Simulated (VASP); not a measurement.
Calculation: PBE GGA, VASP's PBE PAW potentials (set 64) (plane waves; VASP 6.6.1).

Input for VASP

**KPOINTS**
```
Automatic mesh
0
Gamma
6 6 4
0 0 0
```

### POSCAR
```
ZrS2
1.0
  1.8359650000  -3.2206030000   0.0000000000
  1.8359650000   3.2206030000   0.0000000000
  0.0000000000   0.0000000000   5.9575760000
Zr S
1 2
Cart
  0.0000000000   0.0000000000   0.0000000000
  1.8359650000   1.0735364804   1.4893940000
  1.8848347164  -1.0735364804   4.4681820000
```

**INCAR**
```
SYSTEM  =  ZrS2
PREC  =  Accurate; ENCUT  =  400; LREAL  =  .False.
LASPH  =  .True.
EDIFF  =  1E-6; NELM  =  100; ALGO  =  Normal
LMAXMIX  =  4
ISMEAR  =  0; SIGMA  =  0.02
GGA  =  PE
ISIF  =  2
LWAVE  =  .False.; LCHARG  =  .False.
```

POTCAR, in this order: Zr_sv S (PBE.64 set). Program: vasp_std.

Task: Estimate the energy per atom (σ→0), pressure, largest force.

Result: 
```json
{
 "energy per atom (σ→0)": "-7.125 eV/atom",
 "pressure": "-2.18 GPa",
 "largest_force": "0.02220 Ry/bohr"
}
```

File OSZICAR:
```
...
DAV:   7    -0.213715760673E+02    0.54533E-01   -0.62405E-01  3616   0.483E+00    0.368E+00
DAV:   8    -0.213736044560E+02   -0.20284E-02   -0.97043E-02  3496   0.207E+00    0.722E-01
DAV:   9    -0.213748754986E+02   -0.12710E-02   -0.11121E-02  3464   0.760E-01    0.469E-01
DAV:  10    -0.213752028715E+02   -0.32737E-03   -0.16441E-03  3568   0.312E-01    0.161E-01
DAV:  11    -0.213751813862E+02    0.21485E-04   -0.18489E-04  3200   0.811E-02    0.534E-02
DAV:  12    -0.213752106226E+02   -0.29236E-04   -0.76809E-05  3232   0.574E-02    0.304E-02
DAV:  13    -0.213752099211E+02    0.70149E-06   -0.28232E-06  2688   0.101E-02
   1 F= -.21375210E+02 E0= -.21375210E+02  d E =-.496785E-50
```

The compound is ZrS2 in the 1T layered structure. The cell was not relaxed at this level, atoms are displaced from their ideal sites. The run is one of a series of settings (SIGMA = 0.02 against the base run), some of them coarse on purpose.
